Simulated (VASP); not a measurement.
OSZICAR of a VASP run on GaP (zinc blende):

**OSZICAR**
```
       N       E                     dE             d eps       ncg     rms          rms(c)
DAV:   1     0.147961258493E+03    0.14796E+03   -0.16532E+05   754   0.516E+05
DAV:   2     0.401942071363E+01   -0.14394E+03   -0.13856E+03  1147   0.425E+02
DAV:   3    -0.114352859515E+03   -0.11837E+03   -0.12106E+03  1176   0.122E+02
DAV:   4    -0.851357526885E+02    0.29217E+02   -0.62000E+02  1107   0.561E+01
DAV:   5    -0.260402670647E+02    0.59095E+02   -0.16205E+02  1150   0.345E+01    0.866E+00
DAV:   6    -0.438614234599E+01    0.21654E+02   -0.98406E+01   893   0.454E+01    0.239E+00
DAV:   7    -0.441089327417E+01   -0.24751E-01   -0.50278E-01  1044   0.703E+00    0.156E+00
DAV:   8    -0.430097762271E+01    0.10992E+00   -0.30474E-01   834   0.559E+00    0.921E-01
DAV:   9    -0.453691942159E+01   -0.23594E+00   -0.38816E-01   794   0.645E+00    0.505E-01
DAV:  10    -0.439994893252E+01    0.13697E+00   -0.26528E-01   789   0.423E+00    0.613E-01
DAV:  11    -0.440873650619E+01   -0.87876E-02   -0.17999E-02   844   0.129E+00    0.242E-01
DAV:  12    -0.440162720866E+01    0.71093E-02   -0.17597E-03   869   0.421E-01    0.139E-01
DAV:  13    -0.441433877872E+01   -0.12712E-01   -0.28573E-03   764   0.642E-01    0.795E-02
DAV:  14    -0.441882066664E+01   -0.44819E-02   -0.12217E-03   769   0.415E-01    0.476E-02
DAV:  15    -0.441854983797E+01    0.27083E-03   -0.11946E-04   874   0.139E-01    0.319E-02
DAV:  16    -0.441880469463E+01   -0.25486E-03   -0.87549E-05   764   0.923E-02    0.141E-02
DAV:  17    -0.441890550016E+01   -0.10081E-03   -0.19437E-04   799   0.113E-01    0.983E-03
DAV:  18    -0.441896071744E+01   -0.55217E-04   -0.16389E-05   824   0.517E-02    0.770E-03
DAV:  19    -0.441896208471E+01   -0.13673E-05   -0.95279E-07   934   0.123E-02    0.283E-03
DAV:  20    -0.441896327058E+01   -0.11859E-05   -0.13782E-06   799   0.119E-02    0.544E-04
DAV:  21    -0.441896358854E+01   -0.31796E-06   -0.19553E-07   849   0.449E-03    0.728E-04
DAV:  22    -0.441896359865E+01   -0.10112E-07   -0.31526E-08   517   0.210E-03
   1 F= -.44189636E+01 E0= -.44189636E+01  d E =-.158585E-12
```

Question: Which electronic solver shows in the log?

Answer: It is blocked Davidson (ALGO = Normal, or the opening steps of other solvers). The INCAR had ALGO = Normal.

Question: Can the final energy be trusted as converged?

Answer: Self-consistency was reached. It stopped with EDIFF = 1E-7, NELM = 100 (revTPSS meta-GGA, plane waves, VASP's PBE PAW potentials (set 64)).

The compound is GaP in the zinc blende structure. It was relaxed first.
